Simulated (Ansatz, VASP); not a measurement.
ZrNb2N4 in VASP and in Ansatz

INCAR

```
ALGO = Normal
EDIFF = 1E-6
EDIFFG = -0.08
ENCUT = 600
GGA = PE
IBRION = 2
ISIF = 3
ISMEAR = 0
LASPH = True
LCHARG = False
LREAL = False
LWAVE = False
NELM = 60
NSW = 36
PREC = Accurate
SIGMA = 0.15
```

The input KPOINTS:

```
k-points
0
Gamma
  3 3 4
```

The input POSCAR:

```
ZrNb2N4
1.0
    3.1889470100     -4.4487042000      0.0000000000
    3.1889470100      4.4487042000      0.0000000000
    0.0000000000      0.0000000000      3.0774419200
Zr Nb N
1 2 4
Direct
    0.0000000000      0.0000000000      0.0000000000
    0.5000000000      0.0000000000      0.5000000000
    0.0000000000      0.5000000000      0.5000000000
    0.2334440100      0.2334440100      0.5000000000
    0.7665559900      0.7665559900      0.5000000000
    0.7599650000      0.2400350000      0.0000000000
    0.2400350000      0.7599650000      0.0000000000
```

Input for Ansatz:

```yaml
crystal:
  lattice:
    - [3.18894701, -4.4487042, 0.0]
    - [3.18894701, 4.4487042, 0.0]
    - [0.0, 0.0, 3.07744192]
  atoms:
    - { symbol: Zr, position: [0.0, 0.0, 0.0] }
    - { symbol: Nb, position: [0.5, 0.0, 0.5] }
    - { symbol: Nb, position: [0.0, 0.5, 0.5] }
    - { symbol: "N", position: [0.23344401, 0.23344401, 0.5] }
    - { symbol: "N", position: [0.76655599, 0.76655599, 0.5] }
    - { symbol: "N", position: [0.759965, 0.240035, 0.0] }
    - { symbol: "N", position: [0.240035, 0.759965, 0.0] }
basis:
  ecutwfc: 420
kpoints:
  mp_grid: { grid: [3, 3, 4] }
hamiltonian:
  xc: pbe
scf:
  occupations: { method: gaussian, width: 0.15 }
  lower_state_search: "off"
output:
  forces: true
  stress: true
  eigenvalues: true
relax:
  adjacent_minimum: "off"
  f_tol: 0.08
  max_steps: 16
  cell: { stress_tol: 0.8 }
```

Change from the starting cell: species swapped into the Li2FeBr4 type (Cmmm, No. 65).

Alike in both runs: task relaxation of cell and atoms; functional PBE; k mesh 3 × 3 × 4; occupations gaussian, width 0.15 eV; no spin polarisation.

```csv
,VASP,Ansatz
version,VASP 6.6.1,Ansatz 0.2.0
potentials or method,"VASP PAW PBE potentials, release 64 (Zr_sv, Nb_sv, N)","scalar-relativistic, plane waves, PAW"
plane-wave cutoff (eV),600,420
valence electrons in the cell,58,58
```

VASP gave:

| Quantity | Value |
| --- | --- |
| gap on the k mesh at the Fermi level, each at its own relaxed structure (eV) | none |
| relaxed volume (Å³/atom) | 12.04 |
| relaxed cell length with the largest relative difference (Å) | 5.280 |
| energy change over the relaxation (meV/atom) | -72 |

Question: What did Ansatz give for the same quantities?

Answer: gap on the k mesh at the Fermi level, each at its own relaxed structure (eV): none; relaxed volume (Å³/atom): 12.06; relaxed cell length with the largest relative difference (Å): 5.283; energy change over the relaxation (meV/atom): -71.

A gap of «none» marks a metal or a gap that the smearing closes.

Caveats: the k mesh is coarse (spacing up to 0.51 Å⁻¹), so the values aren't converged.
